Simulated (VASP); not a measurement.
```
ZrN
1.0
    3.16742     0.00000     0.00000
   -1.58371     2.74307     0.00000
    0.00000     0.00000     5.65048
Zr N
2 2
Cartesian
  0.00000   0.00000   5.65048
  0.00000   0.00000   2.82524
  0.00000   1.82871   1.41262
  1.58371   0.91436   4.23786
```

The numbers are results of PBEsol GGA, VASP's PBE PAW potentials (set 64) (plane waves; VASP), not measurements. Settings: 520 eV cut-off, Gaussian smearing of 0.050 eV, potentials Zr_sv N.

Question: Give the energies of bands 11 to 20 at the high-symmetry points, in eV from the Fermi level.

Answer: 
```csv
band,Γ,M,K,A,L,H
11,-7.04,-7.19,-5.89,-5.33,-6.00,-5.95
12,-4.82,-6.00,-5.89,-5.33,-6.00,-5.95
13,-4.82,-5.07,-5.60,-3.81,-4.47,-4.69
14,-2.80,-4.01,-4.67,-3.81,-4.47,-4.69
15,-2.53,-3.29,-4.67,-3.81,-3.98,-4.01
16,-2.05,-2.58,-2.62,-3.81,-3.98,-4.01
17,-2.05,-2.55,0.95,0.70,-0.57,0.70
18,0.56,0.20,1.42,0.70,-0.57,0.70
19,0.56,3.37,1.42,1.47,3.93,2.71
20,0.61,3.90,1.91,1.47,3.93,2.71
```

It has no gap at this level: it comes out as a metal or semimetal.

The structure was generated: ZrN was put into the NiAs type type (P6_3/mmc), which need not be its known phase. It was relaxed first, which changed the volume by -32 %.
